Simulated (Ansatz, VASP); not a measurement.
# GaSi2P: VASP beside Ansatz

Aim: how closely do two programs agree when they are given the same cell, functional and k mesh? The cell is generated by rule, not measured, and may not be a known phase. The cell is taken from a series of runs on this material, whose earlier steps may have relaxed, scaled, displaced or heated it; both programs get it as it stands.

Program: Ansatz 0.2.0. Level of theory: plane waves, with VASP 6.6.1 beside it; single point at HSE06. Results are calculated unless marked as measured.

The structure was built from a prototype and need not be the compound's stable phase.

### Step 1. The structure

Symmetry: Pmm2, No. 25, orthorhombic system. Conventional cell: a = 3.841 Å, b = 3.854 Å, c = 5.417 Å, α = 90.00°, β = 90.00°, γ = 90.00°. Nearest to Ga lie 2 Si at 2.36 Å and 2 P at 2.37 Å. P has 2 Si at 2.34 Å and 2 Ga at 2.37 Å nearest. Si has 2 Si at 2.33 Å and 2 P at 2.34 Å nearest. Nearest to Si lie 2 Si at 2.33 Å and 2 Ga at 2.36 Å. It derives from GaP. Farther neighbours are not listed. That group holds within 0.01 Å; judged at 0.001 Å it is Pm (No. 6).

### Step 2. Ansatz: single point, HSE06

Ansatz runs on its PAW soft_1 files.

A single point gives forces, pressure and levels at one fixed geometry, so differences don't come from the geometry; what else differs is listed under the comparison.

File input.yaml:

```yaml
crystal:
  lattice:
    - [3.840661196, 0.0, 0.0]
    - [0.0, 5.4167531134, 0.0003734396]
    - [0.0, 0.0002640629, 3.8542621018]
  atoms:
    - { symbol: Ga, position: [0.0, -0.0022438806, 0.2499298497] }
    - { symbol: P, position: [0.5, 0.2557020426, 0.2498137605] }
    - { symbol: Si, position: [0.5, 0.5011059729, 0.7502248385] }
    - { symbol: Si, position: [0.0, 0.745435865, 0.7500315514] }
kpoints:
  mp_grid: { grid: [6, 4, 6] }
hamiltonian:
  xc: hse06
  pseudopotentials: { kind: paw, azcp: { folder: soft_1 } }
scf:
  occupations: { method: fermi_dirac, width: 0.03 }
  n_extra_bands: 5
output:
  eigenvalues: true
```

Command:

```sh
$ ansatz run input.yaml --threads 32 --pin off --max-ram 82944MiB --backend cuda --events-out ev --progress --plain --runs-dir out --devices 1 --max-vram 78GiB
```

Numbers of over 12 decimals in the logs are rounded to 6 here.

Log:

```text
scf.n_extra_bands = 5 over 13 filled bands (N_el = 26.0): the run solves 18 bands
GPUs: using 1 of 1 available (devices: 1).
Engine: ansatz 0.2.0, aarch64-unknown-linux-gnu
Pseudopotentials: kind: paw
Pseudopotential: Ga, paw, valence charge 13, recommended cutoff 420 eV (normal), soft_1/Ga.paw.azcp
Pseudopotential: P, paw, valence charge 5, recommended cutoff 420 eV (normal), soft_1/P.paw.azcp
Pseudopotential: Si, paw, valence charge 4, recommended cutoff 420 eV (normal), soft_1/Si.paw.azcp
Functional definition: HSE06
  parameter a = 0.25
  parameter omega = 0.11/bohr
  exchange = pbe_x - a*pbe_x_sr(omega) + a*exact_x_sr(omega)
  correlation = pbe_c
[...]
Crystal: 4 atoms, lattice volume = 80.184 Å³
Basis set: ecut = 420 eV, 1539 PW (Γ)
Bands: 18, of which v1, the nominal top of the filled ones, is band 13 counted from 1 (12 counted from 0)
Symmetry: 2 space group operations
Space group: Pm (ITA 6), of the structure as read, at distance tolerance 4.3e-5 Å
k-points: 56 of 144 (time reversal used)
Non-local potential: Ga, projectors of the file, l = 0: 2, l = 1: 2, l = 2: 3, l = 3: 1
Non-local potential: P, projectors of the file, l = 0: 2, l = 1: 2, l = 2: 1
Non-local potential: Si, projectors of the file, l = 0: 2, l = 1: 2, l = 2: 1
PAW form: soft (Blöchl's): semilocal exchange-correlation on the pseudo side does not see the compensation charge
PAW frozen core: Ga, regenerated for the run's functional, and the local potential with it (the file was generated under x = pbe(κ = 0.804, μ = 0.219515), c = pbe(β = 0.066725))
PAW frozen core: P, regenerated for the run's functional, and the local potential with it (the file was generated under x = pbe(κ = 0.804, μ = 0.219515), c = pbe(β = 0.066725))
PAW frozen core: Si, regenerated for the run's functional, and the local potential with it (the file was generated under x = pbe(κ = 0.804, μ = 0.219515), c = pbe(β = 0.066725))
PAW one-centre angular grid: Ga, 590 points (default); XC on 64 Gauss nodes
PAW one-centre angular grid: P, 110 points (default); XC on 64 Gauss nodes
PAW one-centre angular grid: Si, 110 points (default); XC on 64 Gauss nodes
Initial density: superposition of atomic densities (chi_scale 0.1, normalization cell, long waves kept (reshape's long-wave potential 0.03 eV rms))
Initial wavefunctions: pseudopotential atomic-orbital guess
[...]
Functional: x = pbe(κ = 0.804, μ = 0.219515), c = pbe(β = 0.066725), warm-up for x = pbe(κ = 0.804, μ = 0.219515) + 0.25 (exact − pbe) at short range (hse, ω = 0.207870 Å⁻¹), c = pbe(β = 0.066725); HSE06 as pw.x's `hse` composes it (authors' and Libxc's form: `xc: wpbeh`)
SCF iter   1: F=—  HF=-5811.123346 eV  |F-HF|=—  |Δ(HF+E_count)|=         —  Δρ=4.68e-2  dr2=2.07e0  ethr=1.00e-1  ⟨swp⟩=5.2  Hψ=3356  notcnv=0
preconditioner: auto → none  [insulator: Δε(μ)=0.450 eV  Ē_g=12.290 eV  σ=0.030 eV  W_gap=1.00  n_scr=14 (ndim 8)  ℏωp=21.1 eV  f_vac=0.000  D(μ)=0.00/eV (n_scr^D=0)]
SCF iter   2: F=—  HF=-5810.778075 eV  |F-HF|=—  |Δ(HF+E_count)|=   3.45e-1  Δρ=2.17e-2  dr2=4.52e-1  ethr=7.98e-3  ⟨swp⟩=5.2  Hψ=2809  notcnv=0  defer=20
[...]
SCF iter  11: F=-5810.693373 eV  HF=-5810.693373 eV  |F-HF|=9.28e-11  |Δ(HF+E_count)|=   2.16e-9  Δρ=3.56e-7  dr2=8.17e-11  ethr=4.74e-12  ⟨swp⟩=3.9  Hψ=2571  notcnv=0
SCF 1 converged in 11 iterations: F = -5810.693373 eV  dr2 = 8.17e-11
  greatest PAW one-centre occupation: 0.994 electrons in one spin orbital (limit 2), on the Ga atom at site 0 (counted from 0), in its partial waves of l = 2
[...]
Exchange kernel: α = 0.2500, screened, ω = 0.2079 Å⁻¹, Wigner–Seitz truncation, v(0) = 1046.5405 eV·Å³, q-mesh 6×4×6, nearest image of the exchange supercell L = 21.67 Å, pair-density grid 18×24×18, without the augmentation charges, whose exchange is taken in its separable form by FFT convolution over the k-point mesh (sized by the pseudopotential files, 25×40×25 at the most), smooth part of the exact exchange by density-matrix convolution in up to 5.95 GiB of GPU memory as planned if the GPU has room (build and FFT work areas not counted)
Frozen-core exchange: fock
iter 1 solved again at ethr=1.03e-4 eV; its pass at ethr=1.00e-1 eV (dr2=2.68e-2 eV) is discarded
SCF iter   1: F=—  HF=-5812.677920 eV  |F-HF|=—  |Δ(HF+E_count)|=         —  Δρ=1.06e-2  dr2=4.84e-2  ethr=1.03e-4  ⟨swp⟩=4.9  Hψ=5884  notcnv=0
eigensolver tolerance schedule calibrated: the retry pair's looser diagonalisation under-reported the residual by θ = 0.39 (0.13/decade); ethr = c·dr2/N_el runs at the constant in force after the calibration composes with the one it found (an armed cap, an earlier calibration), c = 5.9e-2
preconditioner: auto → none  [insulator: Δε(μ)=0.324 eV  Ē_g=14.433 eV  σ=0.030 eV  W_gap=0.99  n_scr=14 (ndim 8)  ℏωp=21.1 eV  f_vac=0.000  D(μ)=0.01/eV (n_scr^D=0)]
SCF iter   2: F=—  HF=-5812.659620 eV  |F-HF|=—  |Δ(HF+E_count)|=   1.83e-2  Δρ=2.32e-3  dr2=6.45e-3  ethr=9.90e-5  ⟨swp⟩=4.1  Hψ=3281  notcnv=0
[...]
SCF iter   7: F=-5812.670306 eV  HF=-5812.670307 eV  |F-HF|=7.80e-7  |Δ(HF+E_count)|=   1.89e-5  Δρ=3.24e-5  dr2=1.59e-6  ethr=6.40e-8  ⟨swp⟩=4.0  Hψ=2579  notcnv=0
SCF 2 stopped early in 7 iterations: F = -5812.670306 eV  dr2 = 1.59e-6
hybrid outer 1: dexx = +1.455e-2 eV, tail = 3.81e-5 eV
[...]
Exchange kernel: α = 0.2500, screened, ω = 0.2079 Å⁻¹, Wigner–Seitz truncation, v(0) = 1046.5405 eV·Å³, q-mesh 6×4×6, nearest image of the exchange supercell L = 21.67 Å, pair-density grid 18×24×18, without the augmentation charges, whose exchange is taken in its separable form by FFT convolution over the k-point mesh (sized by the pseudopotential files, 25×40×25 at the most), smooth part of the exact exchange by density-matrix convolution in up to 5.95 GiB of GPU memory as planned if the GPU has room (build and FFT work areas not counted)
Frozen-core exchange: fock
SCF iter   1: F=—  HF=-5812.670127 eV  |F-HF|=—  |Δ(HF+E_count)|=         —  Δρ=5.19e-5  dr2=6.20e-6  ethr=7.32e-7  ⟨swp⟩=5.8  Hψ=2659  notcnv=0
[...]
iter 2 solved again at ethr=8.05e-10 eV; its pass at ethr=2.24e-8 eV (dr2=2.09e-7 eV) is discarded
SCF iter   2: F=—  HF=-5812.670125 eV  |F-HF|=—  |Δ(HF+E_count)|=   1.64e-6  Δρ=1.67e-5  dr2=3.69e-7  ethr=8.05e-10  ⟨swp⟩=4.1  Hψ=4662  notcnv=0
SCF iter   3: F=—  HF=-5812.670126 eV  |F-HF|=—  |Δ(HF+E_count)|=   1.25e-6  Δρ=1.11e-5  dr2=1.90e-7  ethr=7.39e-10  ⟨swp⟩=5.4  Hψ=2927  notcnv=0  defer=2
SCF iter   4: F=-5812.670126 eV  HF=-5812.670126 eV  |F-HF|=5.35e-9  |Δ(HF+E_count)|=   5.55e-8  Δρ=1.55e-6  dr2=9.55e-9  ethr=6.97e-10  ⟨swp⟩=3.3  Hψ=2024  notcnv=0  defer=1
SCF 3 converged in 4 iterations: F = -5812.670126 eV  dr2 = 9.55e-9
hybrid outer 2: dexx = +1.239e-6 eV, tail = 4.36e-8 eV, Δε = 3.84e-3 eV (about 1.49e-4 eV left of the loop's levels)
hybrid SCF converged: 2 outer / 11 inner (+11 warm-up), last move |dexx| = 1.24e-6 eV, tail = 4.36e-8 eV
Stability not checked: this state was not tested for a lower state beside it, because the functional holds exact exchange (a hybrid, or Hartree-Fock), whose exchange loop this test does not read (fock_operator; see scf.lower_state_search)
Free energy (F): -5812.670126 eV
Frozen-core exchange: fock
Harris-Foulkes:  -5812.670126 eV  (|F-HF|=5.35e-9)
Internal energy: -5812.670105 eV  (E = F + TS)
E sigma→0 (E₀):  -5812.670116 eV
Entropy (-TS):   -0.000021 eV (-0.005 meV/atom)
Fermi energy:    7.212906 eV
--- Per-component energies (eV) ---
  E_band       = -94.244611
  E_kinetic    = 261.701318
  E_local      = -1976.664923  (includes V_loc(G=0)·N_el)
  E_nonlocal   = -16.398013
  E_hartree    = 1159.292669
  E_xc         = -202.267414
  E_vxc        = -172.771988  (∫ρ·V_xc dr)
  E_exx        = -67.345113  (= α·E_x^exact, valence–valence)
  E_paw        = -3555.863869  (= ΣΔE_a)
  E_vpaw       = -374.007515  (= ΣTr[D̂ρ^β])
  E_aug_tail   = -0.000119  (compensation charges beyond the density's cutoff)
  E_ewald      = -1415.043008
  E_core_change = -0.081634  (= ΣΔE_core)
  E_smearing   = -0.000021  (= −TS)
  E_closure    = 0.000000  (closes the sum)
  Σ components = -5812.670126   (vs F -5812.670126, Δ=9.09e-13)
--- Band table (eV; the first three rows and the last of 56) ---
  k-point 0: bands = [... 9 lower, 3.0941, 6.2638, 6.3381, 7.0360, 7.4271, 8.1781, 9.9810, 10.2436, ... 1 higher]
  k-point 1: bands = [... 9 lower, 3.3095, 5.1621, 5.5745, 6.1867, 8.2584, 9.2398, 10.2232, 10.5145, ... 1 higher]
  k-point 2: bands = [... 9 lower, 2.8916, 3.8973, 3.9144, 5.6653, 8.9407, 10.4713, 11.3609, 11.3952, ... 1 higher]
  k-point 55: bands = [... 9 lower, 1.7912, 1.8552, 2.5724, 2.9092, 10.8712, 11.7236, 12.0752, 12.1862, ... 1 higher]
```

### Step 3. VASP: single point, HSE06

The same cell, functional, mesh and smearing now go to VASP, with its own data sets.

Lines of VASP's logs that name or quote its potential files are left out, and so is its time.

The run reads the wave functions of an earlier VASP run, which isn't shown here.

File INCAR:

```
SYSTEM = GaSi2P
PREC = Accurate
ENCUT = 400
EDIFF = 1E-06
NELM = 100
ISMEAR = -1
SIGMA = 0.03
LREAL = .FALSE.
ALGO = Normal
LHFCALC = .TRUE.
AEXX = 0.25
GGA = PE
HFSCREEN = 0.208
LASPH = .TRUE.
NBANDS = 19
PRECFOCK = Fast
LORBIT = 11
LWAVE = .FALSE.
LCHARG = .FALSE.
KPAR = 8
ISIF = 2
```

File POSCAR:

```
GaSi2P
1.0
    3.8406611960      0.0000000000      0.0000000000
    0.0000000000      5.4167531134      0.0003734396
    0.0000000000      0.0002640629      3.8542621018
Ga P Si
1 1 2
Direct
    0.0000000000      0.9977561194      0.2499298497
    0.5000000000      0.2557020426      0.2498137605
    0.5000000000      0.5011059729      0.7502248385
    0.0000000000      0.7454358650      0.7500315514
```

File KPOINTS:

```
Automatic mesh
0
Gamma
6 4 6
0 0 0
```

The projector-augmented-wave data sets are Ga_d, P and Si (PBE family, release 64).

Command:

```sh
$ mpirun -np 8 vasp_std
```

Log:

```text
[banner, memory and clock lines left out]
running    8 mpi-ranks, on    1 nodes
 distrk:  each k-point on    1 cores,    8 groups
 distr:  one band on    1 cores,    1 groups

 POSCAR found type information on POSCAR GaP Si
 POSCAR found :  3 types and       4 ions
|                                                                             |
|           W    W    AA    RRRRR   N    N  II  N    N   GGGG   !!!           |
|           W    W   A  A   R    R  NN   N  II  NN   N  G    G  !!!           |
|           W    W  A    A  R    R  N N  N  II  N N  N  G       !!!           |
|           W WW W  AAAAAA  RRRRR   N  N N  II  N  N N  G  GGG   !            |
|           WW  WW  A    A  R   R   N   NN  II  N   NN  G    G                |
|           W    W  A    A  R    R  N    N  II  N    N   GGGG   !!!           |
|                                                                             |
|     For optimal performance we recommend to set                             |
|       NCORE = 2 up to number-of-cores-per-socket                            |
|     NCORE specifies how many cores store one orbital (NPAR=cpu/NCORE).      |
|     This setting can greatly improve the performance of VASP for DFT.       |
|     The default, NCORE=1 might be grossly inefficient on modern             |
|     multi-core architectures or massively parallel machines. Do your        |
|     Unfortunately you need to use the default for GW and RPA                |
|     calculations (for HF NCORE is supported but not extensively tested      |
|     yet).                                                                   |
|                                                                             |

 LDA part: xc-table for (Slater+PW92), standard interpolation
 found WAVECAR, reading the header
 POSCAR, INCAR and KPOINTS ok, starting setup
 FFT: planning ... GRIDC
 FFT: planning ... GRID_SOFT
 FFT: planning ... GRID
 reading WAVECAR
 the WAVECAR file was read successfully
 initial charge from wavefunction
 entering main loop
       N       E                     dE             d eps       ncg     rms          rms(c)
DAV:   1    -0.228116539309E+02   -0.22812E+02   -0.10635E+00  2982   0.160E+01    0.337E+00
DAV:   2    -0.228100604260E+02    0.15935E-02   -0.95746E-02  3092   0.412E+00    0.244E+00
DAV:   3    -0.228082540827E+02    0.18063E-02   -0.12462E-02  3074   0.145E+00    0.152E+00
DAV:   4    -0.228079180836E+02    0.33600E-03   -0.14454E-03  2897   0.312E-01    0.876E-01
DAV:   5    -0.228077599253E+02    0.15816E-03   -0.15056E-04  2509   0.863E-02    0.505E-01
DAV:   6    -0.228077106507E+02    0.49275E-04   -0.46807E-05  2601   0.425E-02    0.287E-01
DAV:   7    -0.228076946189E+02    0.16032E-04   -0.92267E-06  2504   0.198E-02    0.163E-01
DAV:   8    -0.228076888305E+02    0.57884E-05   -0.22455E-06  2169   0.101E-02    0.927E-02
DAV:   9    -0.228076868714E+02    0.19591E-05   -0.87025E-07  1358   0.598E-03    0.526E-02
DAV:  10    -0.228076862499E+02    0.62146E-06   -0.38371E-07  1250   0.429E-03
   1 F= -.22807686E+02 E0= -.22807676E+02  d E =-.203040E-04
```

OUTCAR, selected parts (step 3):

```text
ion  position               nearest neighbor table
   1  0.000  0.998  0.250-   4 2.36   4 2.36   2 2.37   2 2.37
   2  0.500  0.256  0.250-   3 2.34   3 2.34   1 2.37   1 2.37
   3  0.500  0.501  0.750-   4 2.33   4 2.33   2 2.34   2 2.34
   4  0.000  0.745  0.750-   3 2.33   3 2.33   1 2.36   1 2.36

  LATTYP: Found a simple monoclinic cell.
 ALAT       =     3.8542621108
 B/A-ratio  =     0.9964712014
 C/A-ratio  =     1.4053930352
 COS(beta)  =    -0.0001374535

 Subroutine GETGRP returns: Found  2 space group operations
 (whereof  2 operations were pure point group operations)

The static configuration has the point symmetry C_1h.

 Found     56 irreducible k-points:

   k-points           NKPTS =     56   k-points in BZ     NKDIM =    144   number of bands    NBANDS=     19

   dimension x,y,z NGX =    28 NGY =   36 NGZ =   28
   dimension x,y,z NGXF=    56 NGYF=   72 NGZF=   56

   ENCUT  =  400.0 eV  29.40 Ry    5.42 a.u.   6.26  8.83  6.29*2*pi/ulx,y,z

   NELECT =      26.0000    total number of electrons

 k-points in reciprocal lattice and weights: Automatic mesh
   0.00000000  0.00000000  0.00000000       0.007
   0.16666667  0.00000000  0.00000000       0.014
   0.33333333  0.00000000  0.00000000       0.014
   0.50000000  0.00000000  0.00000000       0.007
   0.00000000  0.25000000  0.00000000       0.014
   0.16666667  0.25000000  0.00000000       0.028
   0.33333333  0.25000000  0.00000000       0.028
   0.50000000  0.25000000  0.00000000       0.014
   0.00000000  0.50000000  0.00000000       0.007
[...]
0.33333333  0.50000000  0.50000000       0.014
   0.50000000  0.50000000  0.50000000       0.007

  exchange ACFDT corr.  =         0.00000000  see jH, gK, PRB 81, 115126

 average (electrostatic) potential at core
       1 -57.4436       2 -79.9152       3 -80.6937       4 -79.4538

 E-fermi :   5.7889

 k-point     1 :       0.0000    0.0000    0.0000
  band No.  band energies     occupation
    ...
      9       1.1588      2.00000
     10       1.6693      2.00000
     11       4.8385      2.00000
     12       4.9096      2.00000
     13       5.6112      1.99465
     14       6.0022      0.00163
     15       6.7543      0.00000
     16       8.5582      0.00000
     17       8.8154      0.00000
     18       8.9510      0.00000
    ...

 k-point     2 :       0.1667    0.0000    0.0000
  band No.  band energies     occupation
    ...
      9       0.7522      2.00000
     10       1.3139      2.00000
     11       3.2453      2.00000
     12       4.1278      2.00000
     13       5.5480      1.99935
     14       6.1785      0.00000
     15       8.4429      0.00000
     16       8.7873      0.00000
     17       9.1428      0.00000
     18       9.3727      0.00000
    ...

 k-point     3 :       0.3333    0.0000    0.0000
  band No.  band energies     occupation
    ...
      9       0.2214      2.00000
     10       0.9617      2.00000
     11       1.6771      2.00000
     12       2.5426      2.00000
     13       5.3226      2.00000
     14       6.6128      0.00000
     15       9.3974      0.00000
     16       9.6051      0.00000
     17       9.8270      0.00000
     18      11.3566      0.00000
    ...

  Total        0.3081928      0.3336336      0.0094759      0.0000000     -0.0113516      0.0000000
  in kB        6.1581017      6.6664422      0.1893406      0.0000000     -0.2268201      0.0000000
  external PRESSURE =       4.3379615 kB  Pullay stress =       0.0000000 kB

  energy-cutoff  :      400.00
  volume of cell :       80.18
      direct lattice vectors                 reciprocal lattice vectors
     3.840661196  0.000000000  0.000000000     0.260371834  0.000000000  0.000000000
     0.000000000  5.416753113  0.000373440     0.000000000  0.184612439 -0.000012648
     0.000000000  0.000264063  3.854262102     0.000000000 -0.000017887  0.259453036

 POSITION                                       TOTAL-FORCE (eV/Angst)
 -----------------------------------------------------------------------------------
      0.00000      5.40466      0.96367         0.000000     -0.123536      0.002524
      1.92033      1.38514      0.96294         0.000000      0.139003      0.014293
      1.92033      2.71457      2.89175         0.000000      0.017752     -0.014462
      0.00000      4.03804      2.89110         0.000000     -0.033219     -0.002354
 -----------------------------------------------------------------------------------
    total drift:                               -0.000003      0.000193      0.000066

  FREE ENERGIE OF THE ION-ELECTRON SYSTEM (eV)
  ---------------------------------------------------
  free  energy   TOTEN  =       -22.8076862499 eV

  energy  without entropy=      -22.8076659459  energy(sigma->0) =      -22.80767610

 total charge
# of ion       s       p       d       tot
------------------------------------------
    1        0.859   0.921  10.004  11.785
    2        1.016   1.513   0.000   2.529
    3        0.759   0.891   0.000   1.650
    4        0.767   0.997   0.000   1.763
--------------------------------------------------
tot          3.401   4.322  10.004  17.726

[... 3 further parts left out ...]
```

The gap is read on the k-mesh alone, so it is an upper bound where the band edges lie off the mesh.

### Step 4. Side by side

Known differences besides the potentials themselves: exact exchange at q = 0 is treated differently, which shows on coarse meshes; VASP keeps PBE cores, Ansatz makes them for the functional; the cutoff is 420 eV in Ansatz and 400 eV in VASP; VASP takes a coarser grid for exact exchange (PRECFOCK = Fast). Total energies have different zeros and are not compared.

Both answers:

```csv
quantity,Ansatz,VASP,difference
gap on the k mesh (eV),0.355,0.357,-0.002
```

A gap on the mesh is an upper bound, since the band edges may lie between its points.

### Step 5. What came out

| Property | Result |
| --- | --- |
| difference in gap on the k mesh (single point, HSE06) | -0.0020 eV |

What this shows: The difference in gap on the k mesh is -0.0020 eV (single point, HSE06), within the 0.08 eV picked in this series as the mark of a large difference. How closely two codes agree says nothing of how well the functional describes the real material.

[Lines on the potential files, build, host, timing and source positions are cut from VASP's logs without a mark.]

[Logs are printed without paths, hosts, clocks, repeated set-up lines and the standing remarks that a program may print on its own settings, such as how far it seeks lower states.]

[Hosts, paths, dates, database ids (printed as entryN), source tags and the programs' standing remarks are cut or masked in the printed files.]
